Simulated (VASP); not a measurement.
VASP ran on this input.

### INCAR
```
SYSTEM = TiAl
PREC = Accurate
ENCUT = 520
EDIFF = 1E-6
NELM = 100
ALGO = Normal
LREAL = .FALSE.
LASPH = .TRUE.
ISMEAR = 1
SIGMA = 0.1
GGA = PE
IVDW = 12
LMAXMIX = 4
LWAVE = .FALSE.
LCHARG = .FALSE.
IBRION = 2
ISIF = 3
NSW = 60
EDIFFG = -0.01
```

**KPOINTS**
```
Automatic mesh
0
Gamma
12 12 8
0 0 0
```

### POSCAR
```
TiAl
1.0
  2.8300000000   0.0000000000   0.0000000000
  0.0000000000   2.8300000000   0.0000000000
  0.0000000000   0.0000000000   4.0700000000
Ti Al
1 1
direct
  0.0000000000   0.0000000000   0.0000000000
  0.5000000000   0.5000000000   0.5000000000
```

POTCAR, in this order: Ti_sv Al (PBE.64 set). Program: vasp_std.

**Question.** Translate this PBE-D3(BJ) calculation to Quantum ESPRESSO's pw.x.

**Answer.** One equivalent input (not run):
```
&CONTROL
  calculation = 'vc-relax'
  pseudo_dir = './pseudo'
  outdir = './out'
  tprnfor = .true.
  tstress = .true.
  nstep = 60
  forc_conv_thr = 0.00039
/
&SYSTEM
  ibrav = 0
  nat = 2
  ntyp = 2
  ecutwfc = 84
  occupations = 'smearing'
  smearing = 'methfessel-paxton'
  degauss = 0.00735
  input_dft = 'pbe'
  vdw_corr = 'grimme-d3'
  dftd3_version = 4
  dftd3_threebody = .false.
/
&ELECTRONS
  conv_thr = 7.3e-08
  electron_maxstep = 100
/
&IONS
/
&CELL
/
ATOMIC_SPECIES
  Ti 47.867 Ti.upf
  Al 26.982 Al.upf
CELL_PARAMETERS angstrom
     2.8300000    0.0000000    0.0000000
     0.0000000    2.8300000    0.0000000
     0.0000000    0.0000000    4.0700000
ATOMIC_POSITIONS crystal
  Ti   0.0000000  0.0000000  0.0000000
  Al   0.5000000  0.5000000  0.5000000
K_POINTS automatic
  12 12 8 0 0 0
```
What does not carry over: the potentials are each code's own (VASP's PAW set, PseudoDojo norm-conserving files in pw.x), so ENCUT and ecutwfc are chosen apart and not converted; conv_thr bounds pw.x's estimated SCF error, while EDIFF bounds the energy change between steps; forc_conv_thr acts on force components and is met together with etot_conv_thr.

The compound is TiAl in the L1_0 structure. This run relaxes it. Symmetry was kept, so distortions that lower it aren't found.
